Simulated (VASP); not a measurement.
An input for Ansatz (written as the equivalent of a VASP run, and not itself run):

Ansatz 0.2 input:
```yaml
crystal:
  lattice:
    - [2.9816319, 0.0000000, 0.0000000]
    - [0.0000000, 2.9816319, 0.0000000]
    - [0.0000000, 0.0000000, 2.9816319]
  atoms:
    - { symbol: Al, position: [0.5000000, 0.5000000, 0.5000000] }
    - { symbol: Ru, position: [0.0000000, 0.0000000, 0.0000000] }
kpoints:
  mp_grid: { grid: [12, 12, 12] }
hamiltonian:
  xc: r2scan
  pseudopotentials: { kind: paw }
scf:
  occupations: { method: methfessel_paxton, width: 0.1 }
  max_iter: 100
output: { forces: true, stress: true, eigenvalues: true }
```

### Question
Translate this input to VASP (INCAR, KPOINTS, POSCAR, choice of POTCAR).

### Answer
One answer among several that fit: 
File KPOINTS:
```
Automatic
0
Gamma
 12 12 12
```

POSCAR:
```
RuAl
1
    2.9816318972    -0.0000000000     0.0000000000
   -0.0000000000     2.9816318972    -0.0000000000
    0.0000000000    -0.0000000000     2.9816318972
Al Ru
1 1
Direct
  0.5000000000   0.5000000000   0.5000000000
  0.0000000000   0.0000000000   0.0000000000
```

INCAR:
```
SYSTEM = RuAl
PREC = Accurate; ENCUT = 480; LREAL = .False.
LASPH = .True.
EDIFF = 1E-7; NELM = 100; ALGO = Normal
LMAXMIX = 4; LMIXTAU = .True.
ISMEAR = 1; SIGMA = 0.1
METAGGA = R2SCAN
ISIF = 2
LWAVE = .False.; LCHARG = .False.
```

POTCAR, in this order: Al Ru_pv (PBE.64 set). Program: vasp_std.

Limits of the translation: each code has its own PAW files, so the cut-off isn't converted (ENCUT is set for VASP's; basis.ecutwfc is left out, and Ansatz then takes the one that its files recommend); Ansatz stops its SCF on the density residual and VASP on the energy change (EDIFF).

The compound is RuAl in the CsCl type structure. It was relaxed first.
